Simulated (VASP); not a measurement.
All values below come from PBE GGA with D3 dispersion (Becke-Johnson damping), VASP's PBE PAW potentials (set 64) (plane waves; VASP).

VASP ran on this input.

### KPOINTS
```
K-points
0
Gamma
  6 6 6
```

INCAR:
```
# general
SYSTEM  = CeO2
PREC    = Accurate
ENCUT   = 520   # plane-wave cut-off (eV)
LREAL   = F   # projection in real space or not
LASPH   = T

# electronic loop
EDIFF   = 1E-6   # SCF stop (eV)
NELM    = 100
ALGO    = Normal   # blocked Davidson
LMAXMIX = 6   # l cut-off of mixed one-centre charges

# smearing
ISMEAR  = 0
SIGMA   = 0.05   # width (eV)

# functional
GGA     = PE
IVDW    = 12   # D3, Becke-Johnson

# ions
IBRION  = 2   # conjugate gradients
NSW     = 60   # most ionic steps
ISIF    = 3   # ions, shape and volume
EDIFFG  = -0.02   # ionic stop

# output
LWAVE   = F
LCHARG  = F
```

### POSCAR
```
CeO2
1
    0.0000000000     2.7199327293     2.7199327293
    2.7199327293    -0.0000000000     2.7199327293
    2.7199327293     2.7199327293     0.0000000000
Ce O
1 2
Direct
  0.0000000000   0.0000000000   0.0000000000
  0.2500000000   0.2500000000   0.2500000000
  0.7500000000   0.7500000000   0.7500000000
```

POTCAR, in this order: Ce O (PBE.64 set). Program: vasp_std.

Question: Estimate the energy per atom (σ→0), dispersion energy, volume per atom.

Answer: 
```
Quantity                        Value
---------------------  --------------
energy per atom (σ→0)  -8.988 eV/atom
dispersion energy           -0.740 eV
volume per atom        13.36 Å^3/atom
```

**OSZICAR**
```
...
DAV:   3    -0.262233135403E+02    0.14344E-02   -0.47327E-02   752   0.179E+00    0.414E-01
DAV:   4    -0.262223073947E+02    0.10061E-02   -0.85983E-03   760   0.859E-01    0.261E-02
DAV:   5    -0.262222937940E+02    0.13601E-04   -0.21571E-04   864   0.105E-01    0.338E-02
DAV:   6    -0.262222961820E+02   -0.23881E-05   -0.13568E-05   784   0.280E-02    0.171E-02
DAV:   7    -0.262222973520E+02   -0.11700E-05   -0.36264E-05   864   0.327E-02    0.752E-03
DAV:   8    -0.262222984755E+02   -0.11235E-05   -0.10350E-06   424   0.719E-03    0.957E-04
DAV:   9    -0.262222985488E+02   -0.73340E-07   -0.73910E-08   304   0.239E-03
   3 F= -.26962577E+02 E0= -.26962577E+02  d E =-.391701E-03
```

The compound is CeO2 in the fluorite structure. This run relaxes it. Symmetry was kept, so distortions that lower it aren't found. The start is the result of an earlier pass. The run is not spin-polarised, so no magnetic state was tried.
